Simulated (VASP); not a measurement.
```
TiO2
1.0
    2.98080     0.00000     0.00000
   -1.49040     2.58145     0.00000
    0.00000     0.00000     4.72112
Ti O
1 2
Cartesian
  0.00000   0.00000   0.00000
  0.00000   1.72097   0.95604
  1.49040   0.86048   3.76508
```

Level of theory: r2SCAN meta-GGA, VASP's PBE PAW potentials (set 64) (plane waves; VASP). Numerical set-up: 520 eV cut-off, 10×10×5 Γ-centred mesh, tetrahedra with Blöchl corrections, potentials Ti_sv O.

The cores are frozen, which limits the accuracy of field gradients.

### Question
Give the principal components of the electric field gradient (V/Å²) and the asymmetry η at each nucleus.

### Answer

```
atom    Vxx    Vyy   Vzz     η
----  -----  -----  ----  ----
Ti1   -21.2  -21.2  42.3  0.00
O2      2.0    2.0  -4.1  0.00
O3      2.0    2.0  -4.1  0.00
```

The structure was generated: TiO2 was put into the CdI2 type (P-3m1), which need not be its known phase. It was relaxed first, which changed the volume by +18 %.
